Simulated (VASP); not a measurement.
Set up this calculation in VASP 6.6.1, as the native input.

* Task: single point
* Functional: PBE
* Potentials or basis: VASP PAW PBE potentials, release 64 (H, O, C, S)
* Cutoff: 520 eV
* k mesh: 1 × 1 × 1
* Occupations: fermi-dirac, width 0.05 eV
* Spin: no spin polarisation
* Dipole correction: no
* Further INCAR settings: LREAL = Auto; ALGO = Normal; EDIFF = 1e-06; NBANDS = 75

The structure of H2CSO lies in POSCAR:

```
H2CSO
1.0
    8.7850300000      0.0000000000      0.0000000000
    0.0000000000      8.7850300000      0.0000000000
    0.0000000000      0.0000000000      8.7850300000
H O C S
12 6 6 6
Direct
    0.4725880276      0.8061099393      0.7164460451
    0.4568567210      0.8855405161      0.7209195643
    0.7813519134      0.0832780309      0.2503463278
    0.7735773242      0.0881613381      0.1675349999
    0.2413082255      0.6605327472     -0.0189299297
    0.2554686780      0.5807151484     -0.0049174562
    0.9280104906      0.0052930952      0.5081940528
    0.8488303398      0.0093226773      0.5506298783
    0.7133612520      0.6922799353      0.3977220340
    0.7407829000      0.7554328215      0.4455192526
    0.1878764216      0.8793709299      0.0861693130
    0.2640969923      0.8646071783      0.1043138157
    1.1007816706      0.6982901595      0.7714373201
    0.5134416160      0.0748204616      0.2689689164
    0.6819783199      0.3968796919      0.1149796870
    0.1386335619      0.0700396015      0.8735997487
    0.7340213978      0.3662935699      0.4841873050
    0.2604202831      0.7770263733      0.4961963704
    0.9726318521      0.7321318197      0.8059961093
    0.4492301108      0.1005118935      0.3832883895
    0.8086597314      0.4302432661      0.1289010965
    0.2490828147      0.1371879208      0.8891944592
    0.7984605630      0.3415696930      0.5970383710
    0.3325088247      0.6768787358      0.4496854308
    0.7936114049      0.7671459289      0.8380278724
    0.3520306704      0.1484912402      0.5275565365
    0.9814992095      0.4731457946      0.1419232490
    0.4049502392      0.2331579972      0.9094220509
    0.9105262020      0.2867719291      0.7323253307
    0.4403855195      0.5615006437      0.3545918454
```

The cell was built by a generator and needn't be a form met in nature.

One way to write it, as run:

INCAR

```
  PREC = Accurate
  ENCUT = 520
  EDIFF = 1E-6
  ISMEAR = -1
  SIGMA = 0.05
  LREAL = Auto
  LASPH = T
  NELM = 80
  ALGO = Normal
  ISIF = 2
  LWAVE = F
  LCHARG = F
  GGA = PE
  NBANDS = 75
```

KPOINTS

```
Automatic mesh
0
Gamma
  1 1 1
```

Potentials or basis: VASP PAW PBE potentials, release 64 (H, O, C, S).

Command:

```sh
$ cat potpaw_PBE.64/H/POTCAR potpaw_PBE.64/O/POTCAR potpaw_PBE.64/C/POTCAR potpaw_PBE.64/S/POTCAR > POTCAR
$ mpirun -np 1 vasp_gam > vasp.out
```

It gave:

| Property | Result |
| --- | --- |
| Pressure | -0.1 GPa |
| Largest force | 5.501 eV/Å |
| Band gap on the k mesh | 4.49 eV, direct |

Caveat: the standard files for N, O and F lose accuracy on very short bonds.

It took 2.4 min on 1 thread of Intel(R) Xeon(R) Platinum 8259CL CPU @ 2.50GHz (Skylake/Cascade Lake) (shared host), peak memory 0.71 GiB.
